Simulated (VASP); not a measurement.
Write the native input for VASP 6.6.1 that does the following.

* Task: relaxation of cell and atoms
* Functional: PBE
* Dispersion: D3
* Potentials or basis: VASP PAW PBE potentials, release 64 (Na_pv, Ir)
* Cutoff: 600 eV
* k mesh: 3 × 3 × 3
* Occupations: fermi-dirac, width 0.05 eV
* Spin: no spin polarisation
* Further INCAR settings: ALGO = Fast; EDIFF = 1e-07; IBRION = 2; EDIFFG = -0.005; NSW = 60; ISIF = 3

The structure of Na4Ir lies in POSCAR:

```
Na4Ir
1.0
    0.0000000000      5.7735500000      5.7735500000
    5.7735500000      0.0000000000      5.7735500000
    5.7735500000      5.7735500000      0.0000000000
Na Ir
4 1
Direct
    0.8616800000      0.4149600000      0.8616800000
    0.8616800000      0.8616800000      0.4149600000
    0.8616800000      0.8616800000      0.8616800000
    0.4149600000      0.8616800000      0.8616800000
    0.0000000000      0.0000000000      0.0000000000
```

The cell was built by a generator and needn't be a form met in nature.

The input as run:

INCAR

```
SYSTEM = Na4Ir
PREC     = Accurate       ! precision mode
ENCUT    = 600            ! plane-wave cutoff, eV
EDIFF    = 1E-7           ! SCF threshold, eV
ISMEAR   = -1             ! smearing method
SIGMA    = 0.05           ! smearing width, eV
LREAL    = .False.        ! projectors in reciprocal space
LASPH    = .True.         ! aspherical terms in the spheres
NELM     = 100            ! most SCF steps
ALGO     = Fast           ! electronic algorithm
ISIF     = 3              ! what is computed and relaxed
LWAVE    = .False.        ! write WAVECAR
LCHARG   = .False.        ! write CHGCAR
GGA      = PE             ! functional
IVDW     = 11             ! dispersion correction
IBRION   = 2              ! ionic algorithm
NSW      = 60             ! ionic steps
EDIFFG   = -0.005         ! ionic threshold
```

KPOINTS

```
regular mesh
0
Gamma
  3 3 3
  0 0 0
```

Potentials or basis: VASP PAW PBE potentials, release 64 (Na_pv, Ir).

The run is started by

```console
$ cat potpaw_PBE.64/Na_pv/POTCAR potpaw_PBE.64/Ir/POTCAR > POTCAR
$ mpirun -np 1 vasp_std > vasp.out
```

Results of the run:

```yaml
Relaxed_volume: 76.17 Å³/atom
Relaxed_cell: a = 8.136 Å, b = 8.136 Å, c = 8.136 Å, α = 60.00°, β = 60.00°, γ = 60.00°
Space_group_after_relaxing_to_0.05_Å: F-43m (No. 216)
Energy_gained_by_relaxing: 0.2 meV/atom
Ionic_steps: 4
Pressure_after_relaxing: 0.0 GPa
Largest_force_after_relaxing: 0.005 eV/Å
Band_gap_on_the_k_mesh: none (metal or under the smearing width)
Dispersion_energy_per_atom: -0.059 eV
```

Caveat: pairwise dispersion overbinds metals, which lowers pressure and volume.

It took 7.9 min on 1 thread of Intel(R) Xeon(R) Platinum 8259CL CPU @ 2.50GHz (Skylake/Cascade Lake), with other jobs on the host, peak memory 0.75 GiB.
